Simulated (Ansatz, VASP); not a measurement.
**One calculation of FePb, two programs**

```xyz
2
Lattice="3.3846 0.0000 0.0000 0.0000 3.3846 0.0000 0.0000 0.0000 3.3846" Properties=species:S:1:pos:R:3 pbc="T T T"
Fe    0.0000    0.0000    0.0000
Pb    1.6923    1.6923    1.6923
```

The cell was built by a generator and needn't be a form met in nature.

Alike in both runs: task relaxation of cell and atoms; functional PBE; k mesh 12 × 12 × 12; occupations gaussian, width 0.1 eV; collinear spin.

|  | VASP | Ansatz |
| --- | --- | --- |
| version | VASP 6.6.1 | Ansatz 0.2.0 |
| potentials or method | VASP PAW PBE potentials, release 64 (Fe, Pb_d) | scalar-relativistic, plane waves, PAW |
| plane-wave cutoff (eV) | 600 | 420 |
| valence electrons in the cell | 22 | 30 |

|  | VASP | Ansatz | Ansatz less VASP |
| --- | --- | --- | --- |
| gap on the k mesh at the Fermi level, each at its own relaxed structure (eV) | none | none | - |
| net moment per atom (μB) | 1.28 | 1.29 | +0.007 |
| size of the moment on the site where the two differ most (μB) | 2.66 | 2.72 | +0.051 |
| relaxed volume (Å³/atom) | 19.59 | 19.63 | +0.039 |
| relaxed cell length with the largest relative difference (Å) | 3.396 | 3.399 | +0.0022 |

Site moments also hang on the region over which each program counts them. A gap of «none» marks a metal or a gap that the smearing closes. The two sets of potentials don't hold the same shells in valence.

The runs have no spin-orbit coupling, so splittings on Pb are missing.
